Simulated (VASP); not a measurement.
Given:

```
CELL_PARAMETERS angstrom
      0.00000     3.00000     3.00000
      3.00000     0.00000     3.00000
      3.00000     3.00000     0.00000
ATOMIC_POSITIONS crystal
  Li 0.25000 0.25000 0.25000
  Li 0.75000 0.75000 0.75000
  Se 0.00000 0.00000 0.00000
```

All values below come from SCAN meta-GGA, VASP's PBE PAW potentials (set 64) (plane waves; VASP). Numerical set-up: 520 eV cut-off, 7×7×7 Γ-centred mesh, Gaussian smearing of 0.050 eV, potentials Li_sv Se.

The ions, cell shape and volume are relaxed. What does this cell relax into?

```
CELL_PARAMETERS angstrom
      0.00000     2.98128     2.98128
      2.98128     0.00000     2.98128
      2.98128     2.98128     0.00000
ATOMIC_POSITIONS crystal
  Li 0.25000 0.25000 0.25000
  Li 0.75000 0.75000 0.75000
  Se 0.00000 0.00000 0.00000
```
Space group Fm-3m (225), at a tolerance of 0.03 Å.

How do energy and volume change from the first to the last step?

The energy (σ→0) changes by -0.8 meV/atom and the volume by -1.9 %, in 4 ionic steps.

The compound is Li2Se in the antifluorite structure. This run relaxes it. Symmetry was kept, so distortions that lower it aren't found.
